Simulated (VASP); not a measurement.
# I on the Zr site in a supercell of ZrS, part 3 of 5

Wanted: what I on the Zr site costs in ZrS and how the lattice relaxes round it. The start is a cell from a database of measured crystal structures.

VASP 6.6.1, plane waves and PAW; the level of theory is named at each step.

So far. Step 4 (Relaxing the atoms): The run ended after 2 ionic steps, 0.001 eV below its first step, once the forces on the free atoms met EDIFFG = -0.03. Step 4 (Relaxing the atoms): Energy at zero smearing: -2.86617 eV.

The database entry behind the starting cell differs from later determinations by our own check (an axis about 1.9 % long against later determinations), so it need not match the best structure at ambient conditions.

## Step 5: Reference Zr

This step: PBEsol; plane waves and PAW (Zr_sv) (VASP 6.6.1).

System of this step: Zr. It takes space group P6_3/mmc (No. 194, hexagonal). Conventional cell: a = 3.230 Å, b = 3.230 Å, c = 5.145 Å, α = 90.00°, β = 90.00°, γ = 120.00°. Zr has 12 Zr at 3.18 to 3.23 Å nearest.

The reference for Zr is its crystal, relaxed at the cutoff of the large cell.

INCAR

```
SYSTEM = Zr
PREC = Normal
ENCUT = 300
EDIFF = 1E-05
NELM = 120
ISMEAR = 1
SIGMA = 0.1
LREAL = Auto
ALGO = Fast
GGA = PS
NBANDS = 18
LORBIT = 11
LWAVE = .FALSE.
LCHARG = .FALSE.
KPAR = 4
IBRION = 2
NSW = 25
ISIF = 3
EDIFFG = -0.02
POTIM = 0.4
```

POSCAR

```
Zr
1.0
    3.2300000000      0.0000000000      0.0000000000
   -1.6150000000      2.7972620542      0.0000000000
    0.0000000000      0.0000000000      5.1453900000
Zr
2
Direct
    0.0000000000      0.0000000000      0.0000000000
    0.3333333333      0.6666666667      0.5000000000
```

KPOINTS

```
Automatic mesh
0
Gamma
9 9 5
0 0 0
```

The projector-augmented-wave data sets are Zr_sv (PBE family, release 64).

Run with:

```sh
$ mpirun -np 4 vasp_std
```

What it wrote:

```text
[banner, memory and clock lines left out]
running    4 mpi-ranks, on    1 nodes
 distrk:  each k-point on    1 cores,    4 groups
 distr:  one band on    1 cores,    1 groups

 POSCAR found type information on POSCAR Zr
 POSCAR found :  1 types and       2 ions
 [... a notice as in an earlier step ...]

 [... a notice as in an earlier step ...]

 LDA part: xc-table for (Slater+PW92), standard interpolation
 POSCAR, INCAR and KPOINTS ok, starting setup
 FFT: planning ... GRIDC
 FFT: planning ... GRID_SOFT
 FFT: planning ... GRID
 WAVECAR not read
 entering main loop
       N       E                     dE             d eps       ncg     rms          rms(c)
DAV:   1     0.148383710588E+03    0.14838E+03   -0.10191E+04  1296   0.904E+02
DAV:   2    -0.941560808368E+01   -0.15780E+03   -0.15542E+03  1610   0.298E+02
DAV:   3    -0.188217797451E+02   -0.94062E+01   -0.93584E+01  2234   0.519E+01
DAV:   4    -0.189914316553E+02   -0.16965E+00   -0.16949E+00  1594   0.695E+00
DAV:   5    -0.189954957404E+02   -0.40641E-02   -0.40626E-02  1804   0.757E-01    0.150E+01
RMM:   6    -0.182831030964E+02    0.71239E+00   -0.91780E-01  1323   0.679E+00    0.614E+00
RMM:   7    -0.181205802295E+02    0.16252E+00   -0.90744E-01  1347   0.551E+00    0.115E+00
RMM:   8    -0.181306444128E+02   -0.10064E-01   -0.11211E-01  1507   0.236E+00    0.702E-01
RMM:   9    -0.181337276135E+02   -0.30832E-02   -0.40531E-02  1623   0.114E+00    0.381E-01
RMM:  10    -0.181327634773E+02    0.96414E-03   -0.10170E-02  1415   0.838E-01    0.131E-01
RMM:  11    -0.181329315351E+02   -0.16806E-03   -0.29972E-03  1679   0.297E-01    0.307E-02
RMM:  12    -0.181330199536E+02   -0.88419E-04   -0.91352E-04  1735   0.136E-01    0.205E-02
RMM:  13    -0.181330524336E+02   -0.32480E-04   -0.29636E-04  1572   0.845E-02    0.706E-03
RMM:  14    -0.181330681895E+02   -0.15756E-04   -0.14901E-04  1411   0.549E-02    0.167E-03
RMM:  15    -0.181330729395E+02   -0.47500E-05   -0.58394E-05  1172   0.368E-02
   1 F= -.18133073E+02 E0= -.18132546E+02  d E =-.181331E+02
 curvature:   0.00 expect dE= 0.000E+00 dE for cont linesearch  0.000E+00
 trial: gam= 0.00000 g(F)=  0.927E-47 g(S)=  0.645E-01 ort = 0.000E+00 (trialstep = 0.100E+01)
 search vector abs. value=  0.645E-01
 bond charge predicted
       N       E                     dE             d eps       ncg     rms          rms(c)
DAV:   1    -0.189254821528E+02   -0.79241E+00   -0.25213E+01  1530   0.463E+01    0.927E+00
RMM:   2    -0.182001820171E+02    0.72530E+00   -0.16146E+00  1403   0.112E+01    0.237E+00
RMM:   3    -0.181015405023E+02    0.98642E-01   -0.93489E-01  1450   0.649E+00    0.185E+00
RMM:   4    -0.181364310641E+02   -0.34891E-01   -0.19373E-01  1671   0.212E+00    0.211E-01
RMM:   5    -0.181449815676E+02   -0.85505E-02   -0.60782E-02  1696   0.127E+00    0.386E-01
RMM:   6    -0.181486780131E+02   -0.36964E-02   -0.15512E-02  1638   0.776E-01    0.179E-01
RMM:   7    -0.181490045718E+02   -0.32656E-03   -0.79853E-03  1716   0.513E-01    0.770E-02
RMM:   8    -0.181492938915E+02   -0.28932E-03   -0.26596E-03  1818   0.223E-01    0.802E-02
RMM:   9    -0.181493817873E+02   -0.87896E-04   -0.81247E-04  1758   0.132E-01    0.837E-02
RMM:  10    -0.181493970984E+02   -0.15311E-04   -0.42986E-04  1577   0.154E-01    0.233E-02
RMM:  11    -0.181494253031E+02   -0.28205E-04   -0.24464E-04  1476   0.777E-02    0.866E-03
RMM:  12    -0.181494383571E+02   -0.13054E-04   -0.10039E-04  1255   0.480E-02    0.172E-03
RMM:  13    -0.181494454298E+02   -0.70727E-05   -0.59217E-05  1005   0.366E-02
   2 F= -.18149445E+02 E0= -.18149069E+02  d E =-.163725E-01
[...]
3 F= -.18155042E+02 E0= -.18154443E+02  d E =-.219688E-01
[...]
4 F= -.18155035E+02 E0= -.18154442E+02  d E =-.219620E-01
[...]
5 F= -.18155686E+02 E0= -.18155166E+02  d E =-.650984E-03
 trial-energy change:   -0.000651  1 .order   -0.000664   -0.000874   -0.000453
 step:   1.9451(harm=  1.9451)  dis= 0.00000  next Energy=   -18.155942 (dE=-0.907E-03)
 bond charge predicted
       N       E                     dE             d eps       ncg     rms          rms(c)
DAV:   1    -0.181591263722E+02   -0.34433E-02   -0.19141E-01  1332   0.374E+00    0.320E-01
RMM:   2    -0.181565069375E+02    0.26194E-02   -0.34681E-03  1401   0.464E-01    0.149E-01
RMM:   3    -0.181558385700E+02    0.66837E-03   -0.19205E-03  1453   0.318E-01    0.223E-02
RMM:   4    -0.181558888545E+02   -0.50284E-04   -0.53220E-04  1544   0.113E-01    0.101E-02
RMM:   5    -0.181559028876E+02   -0.14033E-04   -0.17506E-04  1178   0.499E-02    0.299E-03
RMM:   6    -0.181559063754E+02   -0.34878E-05   -0.41867E-05  1016   0.216E-02
   6 F= -.18155906E+02 E0= -.18155501E+02  d E =-.871447E-03
 curvature:  -1.01 expect dE=-0.457E-04 dE for cont linesearch -0.470E-07
 trial: gam=-0.01672 g(F)=  0.107E-47 g(S)=  0.451E-04 ort =-0.672E-05 (trialstep = 0.114E+01)
 search vector abs. value=  0.456E-04
 reached required accuracy - stopping structural energy minimisation
```

Wall time 5.2 s (4 MPI ranks of Intel Xeon 6975P-C (Granite Rapids), shared host); peak memory 0.47 GiB; 19 s of CPU time.

OUTCAR, selected parts (step 5):

```text
   k-points           NKPTS =     36   k-points in BZ     NKDIM =     36   number of bands    NBANDS=     18

   ENCUT  =  300.0 eV  22.05 Ry    4.70 a.u.   4.56  4.56  7.27*2*pi/ulx,y,z

   NELECT =      24.0000    total number of electrons

 E-fermi :   9.3716

 k-point     1 :       0.0000    0.0000    0.0000
  band No.  band energies     occupation
    ...
      6     -16.7792      2.00000
      7     -16.7572      2.00000
      8     -16.7572      2.00000
      9       3.6521      2.00000
     10       6.2073      2.00000
     11      10.2440     -0.00000
     12      10.2440     -0.00000
     13      10.2546     -0.00000
     14      10.5975     -0.00000
     15      10.9469     -0.00000
    ...

  Total        0.0287275      0.0287275      0.0261980     -0.0000000      0.0000000      0.0000000
  in kB        1.0320799      1.0320799      0.9412063     -0.0000000      0.0000000      0.0000000
  external PRESSURE =       1.0017887 kB  Pullay stress =       0.0000000 kB

 POSITION                                       TOTAL-FORCE (eV/Angst)
 -----------------------------------------------------------------------------------
      0.00000     -0.00000      0.00000         0.000000     -0.000000      0.000000
     -0.00000      1.83037      2.56174        -0.000000      0.000000     -0.000000
 -----------------------------------------------------------------------------------
    total drift:                                0.000000     -0.000000     -0.000000

  FREE ENERGIE OF THE ION-ELECTRON SYSTEM (eV)
  ---------------------------------------------------
  free  energy   TOTEN  =       -18.1559063754 eV

  energy  without entropy=      -18.1546906106  energy(sigma->0) =      -18.15550112

[... 1 part as in an earlier step ...]

[... 15 further parts left out ...]
```

The run keeps the 24 symmetry operations of its start, so it cannot find a distortion of lower symmetry.

Relaxation path:

```
step  energy less that of the first step (eV)  largest force (eV/Å)  pressure (GPa)  volume (Å³)
   1                                   0.0000                0.0000           -3.60        46.49
   2                                  -0.0164                0.0000            2.07        43.73
   3                                  -0.0220                0.0000           -0.03        44.63
   4                                  -0.0220                0.0000            0.16        44.59
   5                                  -0.0226                0.0000            0.13        44.59
   6                                  -0.0228                0.0000            0.10        44.60
```

```
conventional cell, symmetrised  before  after  change
                         a (Å)   3.230  3.170  -1.8 %
                         b (Å)   3.230  3.170  -1.8 %
                         c (Å)   5.145  5.123  -0.4 %
              volume (Å³/atom)   23.24  22.30  -4.1 %
```

The relaxed structure:

```xyz
2
Lattice="3.1703 0.0000 0.0000 -1.5851 2.7456 0.0000 0.0000 0.0000 5.1235" Properties=species:S:1:pos:R:3 pbc="T T T"
Zr    0.0000    0.0000    0.0000
Zr    0.0000    1.8304    2.5617
```

This step gave:

* electronic cycles: 55
* electrons: 24
* free energy (TOTEN): -18.16 eV
* energy at zero smearing: -18.16 eV
* Fermi energy: 9.372 eV

The run ended after 6 ionic steps, 0.023 eV below its first step, once forces and stress met EDIFFG = -0.02.

Energy at zero smearing: -18.15550 eV.

## Step 6: Relaxing the atoms

This step: PBEsol; plane waves and PAW (S) (VASP 6.6.1).

System of this step: S8. The cell holds 8 atoms: 8 S. Cell: a = 14.000 Å, b = 14.500 Å, c = 11.000 Å, α = 90.0°, β = 90.0°, γ = 90.0°. Vacuum lies along a, b and c.

S is not exchanged here; its energy serves the host's formation enthalpy.

INCAR

```
SYSTEM = S
PREC = Normal
ENCUT = 300
EDIFF = 1E-05
NELM = 120
ISMEAR = 0
SIGMA = 0.01
LREAL = Auto
ALGO = Fast
GGA = PS
NBANDS = 32
LORBIT = 11
LWAVE = .FALSE.
LCHARG = .FALSE.
NCORE = 4
IBRION = 2
NSW = 30
ISIF = 2
EDIFFG = -0.03
POTIM = 0.4
MAXMIX = 40
ISYM = 0
```

POSCAR

```
S
1.0
   14.0000000000      0.0000000000      0.0000000000
    0.0000000000     14.5000000000      0.0000000000
    0.0000000000      0.0000000000     11.0000000000
S
8
Direct
    0.6692857100      0.5000000000      0.5454545500
    0.6197030800      0.6155753800      0.4545454500
    0.5000000000      0.6634482800      0.5454545500
    0.3802969200      0.6155753800      0.4545454500
    0.3307142900      0.5000000000      0.5454545500
    0.3802969200      0.3844246200      0.4545454500
    0.5000000000      0.3365517200      0.5454545500
    0.6197030800      0.3844246200      0.4545454500
```

KPOINTS

```
Automatic mesh
0
Gamma
1 1 1
0 0 0
```

The projector-augmented-wave data sets are S (PBE family, release 64).

Run with:

```sh
$ mpirun -np 4 vasp_gam
```

What it wrote:

```text
[banner, memory and clock lines left out]
running    4 mpi-ranks, on    1 nodes
 distrk:  each k-point on    4 cores,    1 groups
 distr:  one band on    4 cores,    1 groups

 POSCAR found type information on POSCAR S
 POSCAR found :  1 types and       8 ions
 [... a notice as in an earlier step ...]

 [... a notice as in an earlier step ...]

 LDA part: xc-table for (Slater+PW92), standard interpolation
 POSCAR, INCAR and KPOINTS ok, starting setup
 FFT: planning ... GRIDC
 FFT: planning ... GRID_SOFT
 FFT: planning ... GRID
 WAVECAR not read
 entering main loop
       N       E                     dE             d eps       ncg     rms          rms(c)
DAV:   1     0.377780452119E+03    0.37778E+03   -0.10525E+04    80   0.624E+02
DAV:   2     0.741026913177E+02   -0.30368E+03   -0.28883E+03   120   0.130E+02
DAV:   3    -0.282527330557E+02   -0.10236E+03   -0.10194E+03    88   0.864E+01
DAV:   4    -0.350724294614E+02   -0.68197E+01   -0.67103E+01    80   0.274E+01
DAV:   5    -0.351825007283E+02   -0.11007E+00   -0.10907E+00    88   0.380E+00    0.298E+01
RMM:   6    -0.348932746193E+02    0.28923E+00   -0.12236E-01    64   0.160E+00    0.177E+01
RMM:   7    -0.347650799423E+02    0.12819E+00   -0.33028E-01    64   0.250E+00    0.414E-01
RMM:   8    -0.347682857531E+02   -0.32058E-02   -0.38031E-02    68   0.103E+00    0.383E-01
RMM:   9    -0.347693682477E+02   -0.10825E-02   -0.93538E-03    70   0.417E-01    0.995E-02
RMM:  10    -0.347700374899E+02   -0.66924E-03   -0.18150E-03    82   0.197E-01    0.124E-01
RMM:  11    -0.347713280582E+02   -0.12906E-02   -0.28774E-04    65   0.676E-02    0.598E-02
RMM:  12    -0.347718847415E+02   -0.55668E-03   -0.13599E-04    55   0.395E-02    0.432E-02
RMM:  13    -0.347729393997E+02   -0.10547E-02   -0.46876E-04    60   0.543E-02    0.255E-02
RMM:  14    -0.347729801668E+02   -0.40767E-04   -0.28145E-05    49   0.224E-02    0.243E-02
RMM:  15    -0.347733063591E+02   -0.32619E-03   -0.41457E-05    56   0.198E-02    0.216E-02
RMM:  16    -0.347735041889E+02   -0.19783E-03   -0.15268E-05    41   0.120E-02    0.476E-03
RMM:  17    -0.347736816253E+02   -0.17744E-03   -0.11342E-05    35   0.914E-03    0.306E-03
RMM:  18    -0.347737738956E+02   -0.92270E-04   -0.99486E-06    34   0.809E-03    0.392E-03
RMM:  19    -0.347737972488E+02   -0.23353E-04   -0.32057E-06    26   0.540E-03    0.156E-03
RMM:  20    -0.347738069581E+02   -0.97093E-05   -0.18023E-06    26   0.470E-03
   1 F= -.34773807E+02 E0= -.34773807E+02  d E =-.347738E+02
 curvature:   0.00 expect dE= 0.000E+00 dE for cont linesearch  0.000E+00
 trial: gam= 0.00000 g(F)=  0.730E-01 g(S)=  0.000E+00 ort = 0.000E+00 (trialstep = 0.100E+01)
 search vector abs. value=  0.730E-01
 bond charge predicted
       N       E                     dE             d eps       ncg     rms          rms(c)
DAV:   1    -0.347921750790E+02   -0.18378E-01   -0.31557E+00    72   0.731E+00    0.211E+00
RMM:   2    -0.348086540782E+02   -0.16479E-01   -0.18070E-01    64   0.215E+00    0.146E+00
RMM:   3    -0.348086231510E+02    0.30927E-04   -0.49926E-02    65   0.108E+00    0.280E-01
RMM:   4    -0.348091715568E+02   -0.54841E-03   -0.74453E-03    68   0.485E-01    0.262E-01
RMM:   5    -0.348093585468E+02   -0.18699E-03   -0.21547E-03    65   0.244E-01    0.866E-02
RMM:   6    -0.348092179295E+02    0.14062E-03   -0.55129E-04    69   0.120E-01    0.804E-02
RMM:   7    -0.348096773436E+02   -0.45941E-03   -0.62889E-04    64   0.887E-02    0.286E-02
RMM:   8    -0.348099762559E+02   -0.29891E-03   -0.89952E-05    60   0.502E-02    0.167E-02
RMM:   9    -0.348101021557E+02   -0.12590E-03   -0.33134E-05    48   0.259E-02    0.147E-02
RMM:  10    -0.348101444686E+02   -0.42313E-04   -0.11886E-05    41   0.139E-02    0.758E-03
RMM:  11    -0.348102167922E+02   -0.72324E-04   -0.97450E-06    41   0.953E-03    0.528E-03
RMM:  12    -0.348102468105E+02   -0.30018E-04   -0.72792E-06    37   0.711E-03    0.277E-03
RMM:  13    -0.348102642288E+02   -0.17418E-04   -0.46541E-06    28   0.533E-03    0.367E-03
RMM:  14    -0.348102665778E+02   -0.23491E-05   -0.85798E-07    21   0.382E-03
   2 F= -.34810267E+02 E0= -.34810267E+02  d E =-.364596E-01
 trial-energy change:   -0.036460  1 .order   -0.035875   -0.073040    0.001290
 step:   0.9834(harm=  0.9826)  dis= 0.01702  next Energy=   -34.810277 (dE=-0.365E-01)
 reached required accuracy - stopping structural energy minimisation
```

Run time: 6.8 s. Hardware: 4 MPI ranks; peak memory 0.81 GiB.

From OUTCAR (step 6):

```text
   k-points           NKPTS =      1   k-points in BZ     NKDIM =      1   number of bands    NBANDS=     32

   ENCUT  =  300.0 eV  22.05 Ry    4.70 a.u.  19.77 20.48 15.53*2*pi/ulx,y,z

   NELECT =      48.0000    total number of electrons

 E-fermi :  -5.7005

 k-point     1 :       0.0000    0.0000    0.0000
  band No.  band energies     occupation
    ...
     20      -6.1354      2.00000
     21      -6.1346      2.00000
     22      -5.8712      2.00000
     23      -5.8708      2.00000
     24      -5.7516      2.00000
     25      -2.3773      0.00000
     26      -2.3759      0.00000
     27      -2.0353      0.00000
     28      -1.1811      0.00000
     29      -1.1788      0.00000
    ...

  Total       -0.5425720     -0.5515786     -0.5452991     -0.0000173     -0.0002044      0.0000815
  in kB       -0.3892954     -0.3957576     -0.3912520     -0.0000124     -0.0001467      0.0000585
  external PRESSURE =      -0.3921017 kB  Pullay stress =       0.0000000 kB

 POSITION                                       TOTAL-FORCE (eV/Angst)
 -----------------------------------------------------------------------------------
      9.36296      7.25001      5.98290         0.004377     -0.000186      0.008020
      8.67052      8.92072      5.01730         0.004310     -0.000668     -0.007831
      7.00000      9.61270      5.98250         0.000186      0.004998      0.007528
      5.32948      8.92072      5.01730        -0.004539     -0.000709     -0.007777
      4.63703      7.25000      5.98290        -0.004348      0.000088      0.008020
      5.32948      5.57927      5.01730        -0.004512      0.000676     -0.007786
      7.00000      4.88730      5.98249        -0.000058     -0.005041      0.007493
      8.67052      5.57927      5.01730         0.004584      0.000842     -0.007667
 -----------------------------------------------------------------------------------
    total drift:                               -0.000241     -0.000380      0.006913

  FREE ENERGIE OF THE ION-ELECTRON SYSTEM (eV)
  ---------------------------------------------------
  free  energy   TOTEN  =       -34.8102665778 eV

  energy  without entropy=      -34.8102665778  energy(sigma->0) =      -34.81026658

[... 2 parts as in an earlier step ...]

[... 6 further parts left out ...]
```

CONTCAR:

```
S
   1.00000000000000
    14.0000000000000000    0.0000000000000000    0.0000000000000000
     0.0000000000000000   14.5000000000000000    0.0000000000000000
     0.0000000000000000    0.0000000000000000   11.0000000000000000
  S
     8
Direct
     0.6687830559584460    0.5000006123225136    0.5439001616559331
     0.6193230949674233    0.6152220103723135    0.4561184251902092
     0.4999996622303816    0.6629447384748177    0.5438633360762511
     0.3806773398998699    0.6152223968908223    0.4561185998586752
     0.3312167614471753    0.5000000471129378    0.5438999790000980
     0.3806773747666761    0.3847775147030719    0.4561184362601680
     0.5000001075687321    0.3370553847543761    0.5438630670017439
     0.6193226031612956    0.3847772953691471    0.4561179949569216
```

Step by step:

```
step  energy less that of the first step (eV)  largest force (eV/Å)
   1                                   0.0000                0.4915
   2                                  -0.0365                0.0091
```

The atoms that moved most (Å):

```
atom      dx      dy      dz  length
  S7   0.000   0.007  -0.018   0.019
  S3   0.000  -0.007  -0.018   0.019
  S4   0.005  -0.005   0.017   0.019
  S6   0.005   0.005   0.017   0.019
  S2  -0.005  -0.005   0.017   0.019
  S8  -0.005   0.005   0.017   0.019
  S5   0.007   0.000  -0.017   0.018
  S1  -0.007   0.000  -0.017   0.018
```

The relaxed structure:

```xyz
8
Lattice="14.0000 0.0000 0.0000 0.0000 14.5000 0.0000 0.0000 0.0000 11.0000" Properties=species:S:1:pos:R:3
S     9.3630    7.2500    5.9829
S     8.6705    8.9207    5.0173
S     7.0000    9.6127    5.9825
S     5.3295    8.9207    5.0173
S     4.6370    7.2500    5.9829
S     5.3295    5.5793    5.0173
S     7.0000    4.8873    5.9825
S     8.6705    5.5793    5.0173
```

Numbers from this step:

- electronic cycles: 34
- electrons: 48
- free energy (TOTEN): -34.81 eV
- gap between the highest filled and lowest empty level: 3.374 eV

The run ended after 2 ionic steps, 0.036 eV below its first step, once the forces on the free atoms met EDIFFG = -0.03.

Energy at zero smearing: -34.81027 eV.

[end of part 3 of 5]

[Lines on the potential files, build, host, timing and source positions are cut from VASP's logs without a mark.]

[Logs are printed without paths, hosts, clocks, repeated set-up lines and the standing remarks that a program may print on its own settings, such as how far it seeks lower states.]

[Hosts, paths, dates, database ids (printed as entryN), source tags and the programs' standing remarks are cut or masked in the printed files.]

[In band tables of VASP the shares of atoms and orbitals are scaled to a sum of 1 inside the atoms' spheres.]

[Runs that stopped without an error message from VASP are left out.]
